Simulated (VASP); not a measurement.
Input:

```yaml
crystal:
  lattice:
    - [4.04129, 0.00000, 0.00000]
    - [-2.02065, 3.49986, 0.00000]
    - [0.00000, 0.00000, 9.31400]
  atoms:
    - { symbol: Hg, position: [0.31458, 0.00000, 0.66667] }
    - { symbol: Hg, position: [0.00000, 0.31458, 0.33333] }
    - { symbol: Hg, position: [0.68542, 0.68542, 0.00000] }
    - { symbol: S, position: [0.47975, 0.00000, 0.16667] }
    - { symbol: S, position: [0.00000, 0.47975, 0.83333] }
    - { symbol: S, position: [0.52025, 0.52025, 0.50000] }
```

Method: LDA (Ceperley-Alder, Perdew-Zunger), VASP's LDA PAW potentials (set 64) (plane waves; VASP). Numerical set-up: 400 eV cut-off, Gaussian smearing of 0.050 eV, potentials Hg S.

Unless said otherwise, spin-orbit coupling is left out, though it shifts the bands of the heavy elements here.

Task: Estimate the band gap (along the path) with the smallest direct gap where there is one.

Result: 
```yaml
band gap (along the path): 0.93 eV
smallest direct gap (along the path): 0.99 eV
```

The absolute energy has meaning only against runs of the same code, potentials and settings.

The structure comes from a computed database's HgS entry (P3_221), a phase known from measurement. It was relaxed first, which changed the volume by -20 %.
